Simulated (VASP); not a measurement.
# Pb2C3Se2 (R-3m) in VASP: a series of runs

Runs on Pb2C3Se2. Level: PBEsol. Tasks: single point, relaxation of cell and atoms.

Everything below comes from runs of VASP 6.6.1. Logs are shortened: lines on timing, memory, paths and dates and some standing lists are left out, and cuts for length are marked.

## Step 1: Starting point

It takes space group R-3m (No. 166, trigonal). Conventional cell: a = 5.280 Å, b = 5.280 Å, c = 14.893 Å, α = 90.00°, β = 90.00°, γ = 120.00°. C (site symmetry 2/m) has 2 Se at 2.32 Å and 2 Pb at 2.64 Å and 4 C at 2.64 Å as nearest neighbours. Around Se (site symmetry 3m) lie 3 C at 2.32 Å. Pb (site symmetry -3m) is surrounded by 6 C at 2.64 Å. Around Pb (site symmetry -3m) lie 6 C at 2.91 Å and 6 Se at 3.14 Å.

The cell was built by a generator and needn't be a form met in nature.

## Step 2: Single point, PBEsol

Input file INCAR:

```
ALGO     = Fast           # electronic algorithm
EDIFF    = 1E-6           # SCF threshold, eV
ENCUT    = 520            # plane-wave cutoff, eV
GGA      = PS             # functional
ISIF     = 2              # what is computed and relaxed
ISMEAR   = 1              # smearing method
LASPH    = T              # aspherical terms in the spheres
LCHARG   = T              # write CHGCAR
LELF     = T              # ELF
LREAL    = F              # projectors in reciprocal space
LVHAR    = T            
LWAVE    = F              # write WAVECAR
NBANDS   = 35             # bands
NELM     = 80             # most SCF steps
PREC     = Accurate       # precision mode
SIGMA    = 0.0127         # smearing width, eV
```

Input file KPOINTS:

```
k-points
0
Gamma
  6 6 6
```

Input file POSCAR:

```
Pb2C3Se2
1.0
    2.6399602207      4.5725452323     -0.0000001636
   -2.6399602207      4.5725452323     -0.0000001636
    0.0000000000     -3.0483633106      4.9644186241
C Se Pb
3 2 2
Direct
    0.0000000000      0.0000000000      0.5000000000
    0.5000000000      0.0000000000      0.5000000000
    0.0000000000      0.5000000000      0.5000000000
    0.2837841475      0.2837841475      0.8513524426
    0.7162158525      0.7162158525      0.1486475574
    0.5000000000      0.5000000000      0.5000000000
    0.0000000000      0.0000000000      0.0000000000
```

Potentials or basis: VASP PAW PBE potentials, release 64 (C, Se, Pb_d).

Run with:

```bash
cat potpaw_PBE.64/C/POTCAR potpaw_PBE.64/Se/POTCAR potpaw_PBE.64/Pb_d/POTCAR > POTCAR
mpirun -np 1 vasp_std > vasp.out
```

OUTCAR:

```text
EDIFF = 1E-6
   ENCUT = 520
   GGA = PS
   ISIF = 2
   ISMEAR = 1
   LASPH = T
   LREAL = F
   NELM = 80
   PREC = Accurate

 ion  position               nearest neighbor table
   1  0.000  0.000  0.500-   4 2.32   5 2.32   6 2.64   6 2.64   7 2.91   7 2.91
   2  0.500  0.000  0.500-   4 2.32   5 2.32   6 2.64   6 2.64   7 2.91   7 2.91
   3  0.000  0.500  0.500-   4 2.32   5 2.32   6 2.64   6 2.64   7 2.91   7 2.91
   4  0.284  0.284  0.851-   1 2.32   2 2.32   3 2.32   7 3.14   7 3.14   7 3.14   6 3.22
   5  0.716  0.716  0.149-   1 2.32   2 2.32   3 2.32   7 3.14   7 3.14   7 3.14   6 3.22
   6  0.500  0.500  0.500-   1 2.64   1 2.64   2 2.64   2 2.64   3 2.64   3 2.64   5 3.22   4 3.22
                             7 3.93   7 3.93   7 3.93   7 3.93   7 3.93   7 3.93
   7  0.000  0.000  0.000-   2 2.91   3 2.91   3 2.91   2 2.91   1 2.91   1 2.91   5 3.14   4 3.14
                             4 3.14   5 3.14   4 3.14   5 3.14   6 3.93   6 3.93   6 3.93   6 3.93

  LATTYP: Found a trigonal (rhomboedric) cell.
 ALAT       =     5.8256305365
 COS(alpha) =     0.5892865878

  Lattice vectors:

 A1 = (  -2.6399602207,   1.5241819217,   4.9644184605)
 A2 = (   0.0000000000,  -3.0483633106,   4.9644186241)
 A3 = (   2.6399602207,   1.5241819217,   4.9644184605)

Analysis of symmetry for initial positions (statically):
=====================================================================
 Subroutine PRICEL returns:
 Original cell was already a primitive cell.

 Routine SETGRP: Setting up the symmetry group for a
 trigonal (rhombohedral) supercell.

 Subroutine GETGRP returns: Found 12 space group operations
 (whereof 12 operations were pure point group operations)
 out of a pool of 12 trial point group operations.

The static configuration has the point symmetry D_3d.

Analysis of symmetry for dynamics (positions and initial velocities):
=====================================================================
 Subroutine PRICEL returns:
 Original cell was already a primitive cell.

 Routine SETGRP: Setting up the symmetry group for a
 trigonal (rhombohedral) supercell.

 Subroutine GETGRP returns: Found 12 space group operations
 (whereof 12 operations were pure point group operations)
 out of a pool of 12 trial point group operations.

The dynamic configuration has the point symmetry D_3d.

 Subroutine INISYM returns: Found 12 space group operations
 (whereof 12 operations are pure point group operations),
 and found     1 'primitive' translations

----------------------------------------------------------------------------------------

                                     Primitive cell

  volume of cell :     119.8543

  direct lattice vectors                    reciprocal lattice vectors
     2.639960221  4.572545232 -0.000000164     0.189396793  0.109348292  0.067144483
    -2.639960221  4.572545232 -0.000000164    -0.189396793  0.109348292  0.067144483
     0.000000000 -3.048363311  4.964418624     0.000000000  0.000000007  0.201433460

  length of vectors
     5.279920441  5.279920441  5.825630537     0.228771886  0.228771886  0.201433460

  position of ions in fractional coordinates (direct lattice)
     0.000000000  0.000000000  0.500000000
     0.500000000  1.000000000  0.500000000
     1.000000000  0.500000000  0.500000000
     0.283784148  0.283784148  0.851352443
     0.716215852  0.716215852  0.148647557
     0.500000000  0.500000000  0.500000000
     0.000000000  0.000000000  0.000000000

  ion indices of the primitive-cell ions
   primitive index   ion index
                 1           1
                 2           2
                 3           3
                 4           4
                 5           5
                 6           6
                 7           7

----------------------------------------------------------------------------------------

 KPOINTS: k-points

Automatic generation of k-mesh.
 Grid dimensions read from file:
 generate k-points for:    6    6    6

 Generating k-lattice:

  Cartesian coordinates                     Fractional coordinates (reciprocal lattice)
     0.031566132  0.018224715  0.011190747     0.166666667 -0.000000000  0.000000000
    -0.031566132  0.018224715  0.011190747    -0.000000000  0.166666667  0.000000000
     0.000000000  0.000000001  0.033572243     0.000000000  0.000000000  0.166666667

  Length of vectors
     0.038128648  0.038128648  0.033572243

  Shift w.r.t. Gamma in fractional coordinates (k-lattice)
     0.000000000  0.000000000  0.000000000

 Subroutine IBZKPT returns following result:
 ===========================================

 Found     32 irreducible k-points:

 Following reciprocal coordinates:
            Coordinates               Weight
  0.000000  0.000000  0.000000      1.000000
  0.166667  0.000000 -0.000000      6.000000
  0.333333  0.000000 -0.000000      6.000000
  0.500000  0.000000 -0.000000      3.000000
  0.166667  0.166667 -0.000000      6.000000
  0.333333  0.166667  0.000000     12.000000
[... 16 lines left out ...]
  0.333333  0.333333  0.166667      6.000000
  0.500000  0.333333  0.166667     12.000000
 [... further k-points ...]
   k-points           NKPTS =     32   k-points in BZ     NKDIM =     32   number of bands    NBANDS=     35
   number of dos      NEDOS =    301   number of ions     NIONS =      7
   total plane-waves  NPLWV =  76800
   dimension x,y,z NGX =    40 NGY =   40 NGZ =   48
   dimension x,y,z NGXF=    80 NGYF=   80 NGZF=   96
   ions per type =               3   2   2
   NGX,Y,Z   is equivalent  to a cutoff of  12.59, 12.59, 13.70 a.u.
   NGXF,Y,Z  is equivalent  to a cutoff of  25.19, 25.19, 27.40 a.u.
 SYSTEM =  unknown system
   PREC   = accura    normal or accurate (medium, high low for compatibility)
   ISTART =      0    job   : 0-new  1-cont  2-samecut
   ICHARG =      2    charge: 1-file 2-atom 10-const
   ISPIN  =      1    spin polarized calculation?
   LNONCOLLINEAR =      F non collinear calculations
   LSORBIT =      F    spin-orbit coupling
   LASPH  =      T    aspherical Exc in radial PAW
   ENCUT  =  520.0 eV  38.22 Ry    6.18 a.u.   9.82  9.82 10.83*2*pi/ulx,y,z
   NELM   =     80;   NELMIN=  2; NELMDL= -5     # of ELM steps
   EDIFF  = 0.1E-05   stopping-criterion for ELM
   LREAL  =      F    real-space projection
   EDIFFG = 0.1E-04   stopping-criterion for IOM
   NSW    =      0    number of steps for IOM
   IBRION =     -1    ionic relax: 0-MD 1-quasi-New 2-CG
   NFREE  =      0    steps in history (QN), initial steepest desc. (CG)
   ISIF   =      2    stress and relaxation
   ISYM   =      2    0-nonsym 1-usesym 2-fastsym
   POTIM  = 0.5000    time-step for ionic-motion
   TEBEG  =    0.0;   TEEND  =   0.0 temperature during run
   PSTRESS=    0.0 pullay stress
   NELECT =      52.0000    total number of electrons
   NUPDOWN=      -1.0000    fix difference up-down
   EMIN   =  10.00;   EMAX   =-10.00  energy-range for DOS
   EFERMI =   0.00;   METHOD = LEGACY
   ISMEAR =     1;   SIGMA  =   0.01  broadening in eV -4-tet -1-fermi 0-gaus
   EFERMI_NEDOS =   21; number of points for ismear=-14 and -15
   IALGO  =     68    algorithm
   IMIX   =      4    mixing-type and parameters
     AMIX     =   0.40;   BMIX     =  1.00
     AMIX_MAG =   1.60;   BMIX_MAG =  1.00
  volume/ion in A,a.u.               =      17.12       115.55
  Fermi-wavevector in a.u.,A,eV,Ry     =   1.239343  2.342018 20.898139  1.535970
  Thomas-Fermi vector in A             =   2.373830
   LORBIT       =      0    0 simple, 1 ext, 2 COOP (PROOUT), +10 PAW based schemes
   GGA     = PS    functional components
   LHFCALC =     F    Hartree Fock is set to
   AEXX    =    0.0000 exact exchange contribution
   IVDW    =     0    specifies the selected vdW correction
   LEPSILON=     F    determine dielectric tensor
   LRPA    =     F    only Hartree local field effects (RPA)
 non-spin polarized calculation
 RMM-DIIS sequential band-by-band and
 Methfessel and Paxton  Order N= 1 SIGMA  =   0.01
  energy-cutoff  :      520.00
  volume of cell :      119.85
 maximum number of plane-waves:      3242
   NGX = 19   NGY = 19   NGZ = 21

 number of electron      52.0000002 magnetization

 Free energy of the ion-electron system (eV)
  ---------------------------------------------------
  ext. energy  EPLUGINS =         0.00000000
  ---------------------------------------------------
  free energy    TOTEN  =       -31.77505123 eV

  energy without entropy =      -31.77510354  energy(sigma->0) =      -31.77506867

 E-fermi :   6.6041     XC(G=0): -11.0375

 val. band max:        6.5844893888   @ k =  -0.3333  -0.0000   0.1667
 cond. band min:       6.6109271468   @ k =   0.1667   0.0000  -0.0000
 fundamental gap:      0.0264377580
 Fermi energy:         6.6040547806

 k-point     1 :       0.0000    0.0000    0.0000
  band No.  band energies     occupation
      1     -10.2063      2.00000
      2     -10.1126      2.00000
      3     -10.1126      2.00000
      4     -10.1091      2.00000
      5     -10.1091      2.00000
      6      -9.9792      2.00000
[... 27 lines left out ...]
     34      11.3754      0.00000
     35      12.2340      0.00000

 k-point     2 :       0.1667    0.0000   -0.0000
  band No.  band energies     occupation
      1     -10.1950      2.00000
      2     -10.1157      2.00000
      3     -10.1044      2.00000
      4     -10.1040      2.00000
      5     -10.0977      2.00000
      6      -9.9895      2.00000
[... 27 lines left out ...]
     34      11.2437      0.00000
     35      11.9181      0.00000
[... 796 lines left out ...]
     34      10.2894      0.00000
     35      11.2854      0.00000

 k-point    24 :       0.5000    0.3333    0.1667
  band No.  band energies     occupation
      1     -10.2024      2.00000
      2     -10.1161      2.00000
      3     -10.0972      2.00000
      4     -10.0838      2.00000
      5     -10.0613      2.00000
      6     -10.0023      2.00000
[... 27 lines left out ...]
     34      10.7715      0.00000
     35      11.2655      0.00000

 [... further k-points ...]

------------------------ aborting loop because EDIFF is reached ----------------------------------------

  FORCE on cell =-STRESS in cart. coord.  units (eV):
  Direction    XX          YY          ZZ          XY          YZ          ZX
  --------------------------------------------------------------------------------------
  -------------------------------------------------------------------------------------
  Total        0.0618327      0.0618327      0.0040329      0.0000000     -0.0000000     -0.0000000
  in kB        0.8265609      0.8265609      0.0539113      0.0000000     -0.0000000     -0.0000000
  external PRESSURE =       0.5690110 kB  Pullay stress =       0.0000000 kB

 VOLUME and BASIS-vectors are now :
 -----------------------------------------------------------------------------
  energy-cutoff  :      520.00
  volume of cell :      119.85
      direct lattice vectors                 reciprocal lattice vectors
     2.639960221  4.572545232 -0.000000164     0.189396793  0.109348292  0.067144483
    -2.639960221  4.572545232 -0.000000164    -0.189396793  0.109348292  0.067144483
     0.000000000 -3.048363311  4.964418624     0.000000000  0.000000007  0.201433460

 POSITION                                       TOTAL-FORCE (eV/Angst)
 -----------------------------------------------------------------------------------
      0.00000     -1.52418      2.48221        -0.000000      0.000000     -0.000000
      1.31998      0.76209      2.48221        -0.000000      0.000000      0.000000
     -1.31998      0.76209      2.48221        -0.000000      0.000000     -0.000000
      0.00000      0.00000      4.22647        -0.000000      0.000000      0.010884
      0.00000      6.09673      0.73795        -0.000000     -0.000000     -0.010884
      0.00000      3.04836      2.48221         0.000000      0.000000      0.000000
      0.00000      0.00000      0.00000        -0.000000      0.000000      0.000000
 -----------------------------------------------------------------------------------
    total drift:                               -0.000000      0.000000     -0.000000

  FREE ENERGIE OF THE ION-ELECTRON SYSTEM (eV)
  ---------------------------------------------------
  free  energy   TOTEN  =       -31.7750512334 eV

  energy  without entropy=      -31.7751035379  energy(sigma->0) =      -31.77506867
```

Wall time 2.4 min (1 thread of Intel Xeon 6975P-C (Granite Rapids), shared host); peak memory 0.31 GiB.

What came out:

* Free energy: -31.7751 eV
* Pressure: 0.1 GPa
* Largest force: 0.011 eV/Å
* Band gap on the k mesh: none (metal or under the smearing width)

Forces on the atoms (eV/Å):
```
C    0.000  0.000  0.000
C    0.000  0.000  0.000
C    0.000  0.000  0.000
Se   0.000  0.000  0.011
Se   0.000  0.000 -0.011
Pb   0.000  0.000  0.000
Pb   0.000  0.000  0.000
```

Stress tensor (GPa, compression positive):
```
0.08 0.00 0.00
0.00 0.08 0.00
0.00 0.00 0.01
```

Levels at points of the mesh, in eV from the Fermi level:
| k point | band 23 | band 24 | band 25 | band 26 | band 27 | band 28 | band 29 | band 30 |
| --- | --- | --- | --- | --- | --- | --- | --- | --- |
| (0.00, 0.00, 0.00) | -4.10 | -2.38 | -2.38 | 0.89 | 1.50 | 2.16 | 2.16 | 2.40 |
| (0.50, 0.00, 0.00) | -0.84 | -0.73 | -0.13 | 0.06 | 0.15 | 1.05 | 1.23 | 1.65 |
| (0.50, 0.50, 0.00) | -1.88 | -1.48 | -0.99 | -0.34 | -0.23 | 1.07 | 1.88 | 2.38 |
| (0.00, 0.00, 0.50) | -1.27 | -1.27 | -1.25 | -0.22 | 1.18 | 1.19 | 1.19 | 1.52 |

Caveat: the PAW data sets were made with another functional, which shifts forces and pressure a little.

## Step 3: Relaxation of cell and atoms, PBEsol

This run uses another cell than the first one, of 17.40 Å³/atom, 1.017 times its volume.

Input file INCAR:

```
SYSTEM = Pb2C3Se2
ALGO = Fast
EDIFF = 1E-6
EDIFFG = -0.03
ENCUT = 600
GGA = PS
IBRION = 2
ISIF = 3
ISMEAR = 1
LASPH = .True.
LCHARG = .False.
LREAL = .False.
LWAVE = .False.
NELM = 100
NSW = 100
PREC = Accurate
SIGMA = 0.0127
```

Input file KPOINTS:

```
k-points
0
Gamma
  6 6 6
  0 0 0
```

Input file POSCAR:

```
Pb2C3Se2
1.0
    2.7475630000      4.7589140000      0.0000000000
   -2.7475630000      4.7589140000      0.0000000000
    0.0000000000     -3.1726090000      4.6589260000
C Se Pb
3 2 2
Direct
    0.0000000000      0.0000000000      0.5000000000
    0.5000000000      0.0000000000      0.5000000000
    0.0000000000      0.5000000000      0.5000000000
    0.2809000000      0.2809000000      0.8427000000
    0.7191000000      0.7191000000      0.1573000000
    0.5000000000      0.5000000000      0.5000000000
    0.0000000000      0.0000000000      0.0000000000
```

Potentials or basis: VASP PAW PBE potentials, release 64 (C, Se, Pb_d).

Run with:

```bash
cat potpaw_PBE.64/C/POTCAR potpaw_PBE.64/Se/POTCAR potpaw_PBE.64/Pb_d/POTCAR > POTCAR
mpirun -np 1 vasp_std > vasp.out
```

Run time: 28 min. Hardware: 1 thread of Intel Xeon 6975P-C (Granite Rapids), shared host; peak memory 0.43 GiB.

It converged, with:

```
Free energy                            : -31.7758 eV
Relaxed volume                         : 17.11 Å³/atom
Relaxed cell                           : a = 5.284 Å, b = 5.284 Å, c = 5.817 Å, α = 117.01°, β = 117.01°, γ = 60.00°
Space group after relaxing (to 0.05 Å) : R-3m (No. 166)
Energy gained by relaxing              : 17.3 meV/atom
Ionic steps                            : 12
Pressure after relaxing                : 0.0 GPa
Largest force after relaxing           : 0.027 eV/Å
Band gap on the k mesh                 : none (metal or under the smearing width)
```

Forces in eV/Å, atoms in the order of the input:
```
C    0.000  0.000  0.000
C    0.000  0.000  0.000
C    0.000  0.000  0.000
Se   0.000  0.000 -0.027
Se   0.000  0.000  0.027
Pb   0.000  0.000  0.000
Pb   0.000  0.000  0.000
```

The path:
| step | energy change (eV) | largest force (eV/Å) | pressure (GPa) | volume (Å³) |
| --- | --- | --- | --- | --- |
| 1 | 0.0000 | 0.0316 | -1.30 | 121.83 |
| 2 | -0.0202 | 0.1372 | 0.18 | 119.35 |
| 3 | -0.0214 | 0.1582 | 0.64 | 118.68 |
| 4 | -0.0421 | 0.1357 | 0.86 | 118.61 |
| 5 | -0.1073 | 0.0671 | 1.08 | 118.28 |
| 6 | 0.0022 | 0.5583 | 2.36 | 117.11 |
| 7 | -0.1145 | 0.0398 | 1.16 | 118.14 |
| 8 | -0.1144 | 0.0129 | 1.20 | 118.06 |
| 9 | -0.1034 | 0.2265 | -1.63 | 122.36 |
| 10 | -0.1197 | 0.0987 | 0.08 | 119.61 |
| 11 | -0.1197 | 0.0924 | 0.15 | 119.49 |
| 12 | -0.1212 | 0.0272 | 0.04 | 119.77 |

Final structure:
```cif
data_structure
_symmetry_space_group_name_H-M 'P 1'
_symmetry_Int_Tables_number 1
_cell_length_a 5.2839
_cell_length_b 5.2839
_cell_length_c 5.8175
_cell_angle_alpha 117.010
_cell_angle_beta 117.010
_cell_angle_gamma 60.000
_cell_volume 119.77
loop_
_atom_site_label
_atom_site_type_symbol
_atom_site_fract_x
_atom_site_fract_y
_atom_site_fract_z
_atom_site_occupancy
C1 C 0.00000 0.00000 0.50000 1
C2 C 0.50000 0.00000 0.50000 1
C3 C 0.00000 0.50000 0.50000 1
Se1 Se 0.28425 0.28425 0.85275 1
Se2 Se 0.71575 0.71575 0.14725 1
Pb1 Pb 0.50000 0.50000 0.50000 1
Pb2 Pb 0.00000 0.00000 0.00000 1
```

Levels at points of the mesh, in eV from the Fermi level:
```
           k point  band 22  band 23  band 24  band 25  band 26  band 27  band 28  band 29  band 30  band 31
(0.00, 0.00, 0.00)    -4.11    -4.11    -2.41    -2.41     0.89     1.49     2.15     2.15     2.40     2.40
(0.50, 0.00, 0.00)    -2.28    -0.84    -0.75    -0.15     0.06     0.15     1.04     1.23     1.65     2.28
(0.50, 0.50, 0.00)    -3.01    -1.88    -1.49    -1.00    -0.35    -0.23     1.06     1.85     2.37     3.26
(0.00, 0.00, 0.50)    -3.03    -1.28    -1.28    -1.22    -0.23     1.18     1.18     1.18     1.51     2.44
```

Caveat: the PAW data sets were made with another functional, which shifts forces and pressure a little. The run has no spin-orbit coupling, so splittings on Pb are missing.
